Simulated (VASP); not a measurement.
A 63-atom supercell of CdTe (zinc blende) holds Cu on the Cd site with a neighbouring Te vacancy in charge state -1. It is relaxed twice, with the total moment held at 0 and at 2 μB. The numbers are results of PBE GGA, VASP's PBE PAW potentials (set 64) (plane waves; VASP), not measurements. Settings: PREC = Normal, LREAL = Auto, ISYM = 0, NELECT = 570.0, EDIFF = 1E-5, 400 eV cut-off, 1×1×1 Γ-centred mesh, Gaussian smearing of 0.050 eV, potentials Cd Te Cu.

The cell is charged, with a uniform compensating background. The supercell is sampled at Γ alone, which is coarse: total energies, pressure and levels can be off, energies of defects by several tenths of an eV.

Task: Which spin state lies lower, and by how much?

Result: The state with 0 μB lies lower, by 1.02 eV.

The cell is a supercell with a defect, built from CdTe (zinc blende).
